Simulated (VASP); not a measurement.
Calculation: PBEsol GGA, VASP's PBE PAW potentials (set 64) (plane waves; VASP 6.6.1).

The input files of a VASP run:

**INCAR**
```
SYSTEM = SiC
PREC = Accurate
ENCUT = 620
EDIFF = 1E-6
NELM = 100
ALGO = Normal
LREAL = .FALSE.
LASPH = .TRUE.
ISMEAR = 0
SIGMA = 0.05
GGA = PS
LWAVE = .FALSE.
LCHARG = .FALSE.
IBRION = 2
ISIF = 3
NSW = 40
EDIFFG = -0.02
PSTRESS = 50
```

File POSCAR:
```
SiC
1
    0.0000000000     2.1633978033     2.1633978033
    2.1633978033     0.0000000000     2.1633978033
    2.1633978033     2.1633978033     0.0000000000
Si C
1 1
Direct
  0.0000000000   0.0000000000   0.0000000000
  0.2500000000   0.2500000000   0.2500000000
```

KPOINTS:
```
Automatic mesh
0
Gamma
10 10 10
0 0 0
```

POTCAR, in this order: Si C (PBE.64 set). Program: vasp_std.

What VASP printed:

File OUTCAR:
```
 ion  position               nearest neighbor table
   1  0.000  0.000  0.000-   2 1.87   2 1.87   2 1.87   2 1.87
   2  0.250  0.250  0.250-   1 1.87   1 1.87   1 1.87   1 1.87
  LATTYP: Found a face centered cubic cell.
 ALAT       =     4.3267956066
 Subroutine PRICEL returns:
 Original cell was already a primitive cell.
 Subroutine GETGRP returns: Found 24 space group operations
The static configuration has the point symmetry T_d .
The dynamic configuration has the point symmetry T_d .
 Subroutine INISYM returns: Found 24 space group operations
 Subroutine IBZKPT returns following result:
 Found     47 irreducible k-points:

 Following reciprocal coordinates:
            Coordinates               Weight
  0.000000  0.000000  0.000000      1.000000
  0.100000  0.000000  0.000000      8.000000
  0.200000  0.000000  0.000000      8.000000
  0.300000  0.000000  0.000000      8.000000
  0.400000  0.000000  0.000000      8.000000
  0.500000  0.000000  0.000000      4.000000
  0.100000  0.100000  0.000000      6.000000
  0.200000  0.100000  0.000000     24.000000
  0.300000  0.100000  0.000000     24.000000
  0.400000  0.100000  0.000000     24.000000
  0.500000  0.100000  0.000000     24.000000
 -0.400000  0.100000  0.000000     24.000000
 -0.300000  0.100000  0.000000     24.000000
 -0.200000  0.100000  0.000000     24.000000
 -0.100000  0.100000  0.000000     12.000000
  0.200000  0.200000  0.000000      6.000000
  0.300000  0.200000  0.000000     24.000000
  0.400000  0.200000  0.000000     24.000000
  0.500000  0.200000  0.000000     24.000000
 -0.400000  0.200000  0.000000     24.000000
 -0.300000  0.200000  0.000000     24.000000
 -0.200000  0.200000  0.000000     12.000000
  0.300000  0.300000  0.000000      6.000000
  0.400000  0.300000  0.000000     24.000000
  0.500000  0.300000  0.000000     24.000000
 -0.400000  0.300000  0.000000     24.000000
 -0.300000  0.300000  0.000000     12.000000
  0.400000  0.400000  0.000000      6.000000
  0.500000  0.400000  0.000000     24.000000
 -0.400000  0.400000  0.000000     12.000000
  0.500000  0.500000  0.000000      3.000000
  0.300000  0.200000  0.100000     24.000000
  0.400000  0.200000  0.100000     48.000000
  0.500000  0.200000  0.100000     48.000000
 -0.400000  0.200000  0.100000     24.000000
  0.400000  0.300000  0.100000     24.000000
  0.500000  0.300000  0.100000     48.000000
 -0.400000  0.300000  0.100000     48.000000
 -0.300000  0.300000  0.100000     48.000000
 -0.200000  0.300000  0.100000     24.000000
   k-points           NKPTS =     47   k-points in BZ     NKDIM =     47   number of bands    NBANDS=      8
   number of dos      NEDOS =    301   number of ions     NIONS =      2
   total plane-waves  NPLWV =  21952
   dimension x,y,z NGX =    28 NGY =   28 NGZ =   28
   dimension x,y,z NGXF=    56 NGYF=   56 NGZF=   56
   ions per type =               1   1
   PREC   = accura    normal or accurate (medium, high low for compatibility)
   ISTART =      0    job   : 0-new  1-cont  2-samecut
   ICHARG =      2    charge: 1-file 2-atom 10-const
   ISPIN  =      1    spin polarized calculation?
   LNONCOLLINEAR =      F non collinear calculations
   LSORBIT =      F    spin-orbit coupling
   INIWAV =      1    electr: 0-lowe 1-rand  2-diag
   ENCUT  =  620.0 eV  45.57 Ry    6.75 a.u.   6.21  6.21  6.21*2*pi/ulx,y,z
   NELM   =    100;   NELMIN=  2; NELMDL= -5     # of ELM steps
   EDIFF  = 0.1E-05   stopping-criterion for ELM
   LREAL  =      F    real-space projection
   NLSPLINE    = F    spline interpolate recip. space projectors
   LMAXMIX     =    2 max onsite mixed and CHGCAR
...
```

**OSZICAR**
```
       N       E                     dE             d eps       ncg     rms          rms(c)
DAV:   1     0.959789710509E+01    0.95979E+01   -0.46645E+03   776   0.995E+02
DAV:   2    -0.172990329101E+02   -0.26897E+02   -0.25392E+02  1096   0.122E+02
DAV:   3    -0.177663744735E+02   -0.46734E+00   -0.46734E+00   888   0.202E+01
DAV:   4    -0.177674911808E+02   -0.11167E-02   -0.11167E-02  1200   0.110E+00
DAV:   5    -0.177674920403E+02   -0.85951E-06   -0.85950E-06   888   0.193E-02    0.896E+00
DAV:   6    -0.159999719399E+02    0.17675E+01   -0.71516E+00   824   0.152E+01    0.401E+00
DAV:   7    -0.159238580196E+02    0.76114E-01   -0.36431E-01  1144   0.420E+00    0.179E+00
DAV:   8    -0.159093900242E+02    0.14468E-01   -0.19842E-02   800   0.122E+00    0.153E-01
DAV:   9    -0.159093728418E+02    0.17182E-04   -0.73863E-04  1192   0.219E-01    0.103E-01
DAV:  10    -0.159094108610E+02   -0.38019E-04   -0.79597E-05   960   0.716E-02    0.213E-02
DAV:  11    -0.159094108433E+02    0.17713E-07   -0.11177E-05  1016   0.211E-02    0.391E-03
DAV:  12    -0.159094110126E+02   -0.16924E-06   -0.47039E-07   488   0.547E-03
   1 F= -.15277438E+02 E0= -.15277438E+02  d E =-.152774E+02
```

**OUTCAR**
```
------------------------ aborting loop because EDIFF is reached ----------------------------------------
  FORCE on cell =-STRESS in cart. coord.  units (eV):
  Direction    XX          YY          ZZ          XY          YZ          ZX
  --------------------------------------------------------------------------------------
  Total        0.6314675      0.6314675      0.6314675      0.0000000      0.0000000      0.0000000
  in kB       49.9600012     49.9600012     49.9600012      0.0000000      0.0000000      0.0000000
  external PRESSURE =      -0.0399988 kB  Pullay stress =      50.0000000 kB
  volume of cell :       20.25
      direct lattice vectors                 reciprocal lattice vectors
     0.000000000  2.163397803  2.163397803    -0.231117920  0.231117920  0.231117920
     2.163397803  0.000000000  2.163397803     0.231117920 -0.231117920  0.231117920
     2.163397803  2.163397803  0.000000000     0.231117920  0.231117920 -0.231117920
  FREE ENERGIE OF THE ION-ELECTRON SYSTEM (eV)
  ---------------------------------------------------
  free  energy   TOTEN  =       -15.9094110126 eV

  energy  without entropy=      -15.9094110126  energy(sigma->0) =      -15.90941101
  enthalpy is  TOTEN    =       -15.2774379447 eV   P V=        0.6319730678

 reached required accuracy - stopping structural energy minimisation
```
(Selected blocks of OUTCAR.)

The structure was generated: SiC was put into the zinc blende type (F-43m), which need not be its known phase. It was relaxed first under an external pressure of 5 GPa.
